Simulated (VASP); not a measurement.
Level of theory: revPBE GGA, VASP's PBE PAW potentials (set 64) (plane waves; VASP).

Input for VASP

POSCAR:
```
Dy
1.0
  1.7950000000  -3.1090310000   0.0000000000
  1.7950000000   3.1090310000   0.0000000000
  0.0000000000   0.0000000000   5.6500000000
Dy
2
Direct
  0.3333330000   0.6666670000   0.2500000000
  0.6666670000   0.3333330000   0.7500000000
```

### KPOINTS
```
Regular mesh
0
G
  11 11 6
0 0 0
```

INCAR:
```
SYSTEM = Dy
PREC = Accurate; ENCUT = 520; LREAL = .FALSE.
LASPH = .TRUE.
EDIFF = 1E-6; NELM = 100; ALGO = Normal
LMAXMIX = 6
ISMEAR = 1; SIGMA = 0.1
GGA = RE
IBRION = 2; NSW = 60; ISIF = 3
EDIFFG = -0.01
LWAVE = .FALSE.; LCHARG = .FALSE.
```

POTCAR, in this order: Dy_3 (PBE.64 set). Program: vasp_std.

The 4f electrons are frozen in the core of the lanthanide potential, so 4f levels, which can set the real gap, and their magnetism are missing. Energy and stress use the plane-wave basis of the starting cell.

Problem. Estimate the energy per atom (σ→0), volume per atom, band gap (on the k-mesh).

Solution. 
```yaml
energy per atom (σ→0): -4259 meV/atom
band gap (on the k-mesh): none (metal, semimetal or under 0.01 eV)
volume_per_atom: 32.89 Å³/atom
```

### OSZICAR
```
...
DAV:   3    -0.851568406161E+01    0.94133E-06   -0.92032E-07   912   0.912E-03
   7 F= -.85156841E+01 E0= -.85172049E+01  d E =-.124423E-02
       N       E                     dE             d eps       ncg     rms          rms(c)
DAV:   1    -0.851583819943E+01   -0.15320E-03   -0.29025E-03  1664   0.438E-01    0.678E-02
DAV:   2    -0.851573937413E+01    0.98825E-04   -0.22539E-04  1909   0.160E-01    0.316E-02
DAV:   3    -0.851569330428E+01    0.46070E-04   -0.11180E-04  2464   0.880E-02    0.123E-02
DAV:   4    -0.851569370489E+01   -0.40060E-06   -0.61372E-06  1924   0.213E-02
   8 F= -.85156937E+01 E0= -.85172175E+01  d E =-.964328E-05
```

The compound is Dy in the hcp structure. This run relaxes it. Symmetry was kept, so distortions that lower it aren't found.
